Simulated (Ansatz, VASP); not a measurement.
# GeF2 (1T-GeF2, 2 layers, AA) in two plane-wave programs, part 2 of 2

One calculation is typed for both programs; each brings its own data sets. How far apart do they land? Of the first pair: The structure shown is the start of the Ansatz relaxation below; VASP solves that cell, so the two are compared at the walk's first step.

VASP 6.6.1 and Ansatz 0.2.0.

So far. Step 4 (Comparison): The forces differ by 124 meV/Å r.m.s., which is 1.2 % of the r.m.s. force of 10.336 eV/Å (both taken over all components). With vacuum in the cell, a pressure given here is an average over mostly empty space and none of the material.

## 5. Ansatz: relaxation, PBE with D4

Level of this step: Ansatz beside VASP: Kohn-Sham DFT, plane waves, PBE with D4 (Ansatz).

This run makes the geometry at which the two programs are then compared.

The structure compared here is the end of the Ansatz relaxation.

Contents of input.yaml:

```yaml
crystal:
  lattice:
    - [2.41304, 0.0, 0.0]
    - [-1.20652, 2.0897539403, 0.0]
    - [0.0, 0.0, 44.602641722]
  atoms:
    - { symbol: F, position: [0.6666666667, 0.3333333333, 0.4237417173] }
    - { symbol: Ge, position: [0.0, 0.0, 0.4467372259] }
    - { symbol: F, position: [0.3333333333, 0.6666666667, 0.4697327345] }
    - { symbol: F, position: [0.6666666667, 0.3333333333, 0.5302672655] }
    - { symbol: Ge, position: [0.0, 0.0, 0.5532627741] }
    - { symbol: F, position: [0.3333333333, 0.6666666667, 0.5762582827] }
  periodic: [true, true, false]
kpoints:
  mp_grid: { grid: [13, 13, 1] }
hamiltonian:
  xc: pbe
  dispersion: d4
scf:
  occupations: { method: fermi_dirac, width: 0.05 }
  convergence: { dr2_threshold: 1.0e-09 }
relax:
  f_tol: 0.015
  max_steps: 90
  cell: {}
output:
  write_potential: true
  write_density: true
  volumetric_format: npy
```

Launch:

```sh
$ ansatz run input.yaml --threads 2 --pin off --max-ram 3072MiB --backend cpu --events-out ev --progress --plain --runs-dir out
```

Numbers of over 12 decimals in the logs are rounded to 6 here.

Output:

```text
[...]
Crystal: 6 atoms, lattice volume = 224.916 Å³
Basis set: ecut = 420 eV, 4259 PW (Γ), exchange–correlation on 36×36×600 points (8 copies of the dense FFT grid, shifted against one another)
Bands: 34, of which v1, the nominal top of the filled ones, is band 28 counted from 1 (27 counted from 0)
Symmetry: 12 space group operations
[...]
cell:  # Å, volume = 502.0229 Å³
    - [3.605090, 0, 0]
    - [-1.802545, 3.122100, 0]
    - [0, 0, 44.602641722]
  atoms:
    - { symbol: F, position: [0.666667, 0.333333, 0.430397] }
    - { symbol: Ge, position: [1.2278493888459232e-17, 0, 0.452720] }
    - { symbol: F, position: [0.333333, 0.666667, 0.474847] }
    - { symbol: F, position: [0.666667, 0.333333, 0.525153] }
    - { symbol: Ge, position: [-1.227849388845924e-17, 0, 0.547280] }
    - { symbol: F, position: [0.333333, 0.666667, 0.569603] }
[key lines of the parts left out:]
SCF converged after 8 iterations
Free energy (F): -11824.150516 eV
Fermi energy:    -5.711073 eV
P = ½ c Tr σ = 0.0116 N/m
```

## 6. VASP: single point, PBE with D4, relaxed cell, pair 2

The same cell, functional, mesh and smearing now go to VASP, with its own data sets.

Contents of INCAR:

```
SYSTEM = GeF2
PREC = Accurate
ENCUT = 520
EDIFF = 1E-06
NELM = 120
ISMEAR = -1
SIGMA = 0.05
LREAL = .FALSE.
ALGO = Normal
GGA = PE
IVDW = 13
NBANDS = 34
LORBIT = 11
LWAVE = .FALSE.
LCHARG = .FALSE.
ISIF = 2
LDIPOL = .TRUE.
IDIPOL = 3
DIPOL = 0.5 0.5 0.5
LVHAR = .TRUE.
LASPH = .TRUE.
GGA_COMPAT = .FALSE.
EFERMI = MIDGAP
NELMDL = -8
KPAR = 2
```

Contents of POSCAR:

```
GeF2
1.0
    3.6050903474      0.0000000000      0.0000000000
   -1.8025451737      3.1220998238      0.0000000000
    0.0000000000      0.0000000000     44.6026417220
F Ge
4 2
Direct
    0.6666666667      0.3333333333      0.4303974935
    0.3333333333      0.6666666667      0.4748469765
    0.6666666667      0.3333333333      0.5251530235
    0.3333333333      0.6666666667      0.5696025065
    0.0000000000      0.0000000000      0.4527204987
    0.0000000000      0.0000000000      0.5472795013
```

Contents of KPOINTS:

```
Automatic mesh
0
Gamma
13 13 1
0 0 0
```

PAW data sets: F and Ge_d (PBE family, release 64).

Launch:

```sh
$ mpirun -np 2 vasp_std
```

Output:

```text
[... set-up lines as in an earlier step ...]
 entering main loop
       N       E                     dE             d eps       ncg     rms          rms(c)
DAV:   1     0.601938553696E+03    0.60194E+03   -0.25300E+04  1704   0.170E+03
DAV:   2     0.931680696077E+02   -0.50877E+03   -0.49885E+03  2026   0.397E+02
DAV:   3    -0.255862331087E+02   -0.11875E+03   -0.11612E+03  1938   0.194E+02
DAV:   4    -0.308928881680E+02   -0.53067E+01   -0.52883E+01  1770   0.509E+01
[...]
DAV:  19    -0.274147646512E+02   -0.11347E-04   -0.30480E-07  1126   0.372E-03    0.425E-04
DAV:  20    -0.274147733527E+02   -0.87015E-05   -0.38460E-07  1084   0.461E-03    0.372E-04
DAV:  21    -0.274147741596E+02   -0.80694E-06   -0.94019E-08  1114   0.380E-03
   1 F= -.28178417E+02 E0= -.28178417E+02  d E =-.339071E-11
```

Parts of OUTCAR (step 6):

```text
  Edisp (eV):   -0.76364

  Total      -0.02607    -0.02607    -0.13663    -0.00000    -0.00000     0.00000
  in kB      -0.08320    -0.08320    -0.43605    -0.00000    -0.00000     0.00000
  external pressure =       -0.20 kB  Pullay stress =        0.00 kB

 POSITION                                       TOTAL-FORCE (eV/Angst)
 -----------------------------------------------------------------------------------
      1.80255      1.04070     19.19687         0.000000      0.000000     -0.008995
     -0.00000      2.08140     21.17943         0.000000     -0.000000      0.009370
      1.80255      1.04070     23.42321        -0.000000      0.000000     -0.009370
     -0.00000      2.08140     25.40578        -0.000000      0.000000      0.008995
      0.00000      0.00000     20.19253        -0.000000     -0.000000     -0.002320
      0.00000      0.00000     24.41011         0.000000      0.000000      0.002320
 -----------------------------------------------------------------------------------
    total drift:                                0.000000      0.000000      0.000000

  FREE ENERGIE OF THE ION-ELECTRON SYSTEM (eV)
  ---------------------------------------------------
  free  energy   TOTEN  =       -28.1784168611 eV

  energy  without entropy=      -28.1784168611  energy(sigma->0) =      -28.17841686

[... 1 part as in an earlier step ...]

[... 2 further parts left out ...]
[key lines of the parts left out:]
E-fermi :  -4.3189
```

## 7. Side by side

The two programs side by side:

```csv
quantity,Ansatz,VASP,difference
gap on the k mesh (eV),2.508,2.502,+0.005
```

At this near-relaxed geometry the largest component of a force difference is 9 meV/Å. A gap on the mesh is an upper bound, since the band edges may lie between its points. With vacuum in the cell, a pressure given here is an average over mostly empty space and none of the material.

## 8. Summary of results

| Item | Value |
| --- | --- |
| r.m.s. force difference (single point, PBE with D4, start cell, pair 1) | 1.2 % of the r.m.s. force |
| difference in gap on the k mesh (single point, PBE with D4, relaxed cell, pair 2) | 0.0052 eV |

**Reading.** The r.m.s. force difference is 1.2 % of the r.m.s. force (single point, PBE with D4, start cell, pair 1), within the 3 % picked in this series as the mark of a large difference. Such differences can come from data sets, numerical settings and the points named under the comparisons, not from the functional's error against experiment.

[Lines on the potential files, build, host, timing and source positions are cut from VASP's logs without a mark.]

[Logs are printed without paths, hosts, clocks, repeated set-up lines and the standing remarks that a program may print on its own settings, such as how far it seeks lower states.]

[Hosts, paths, dates, database ids (printed as entryN), source tags and the programs' standing remarks are cut or masked in the printed files.]
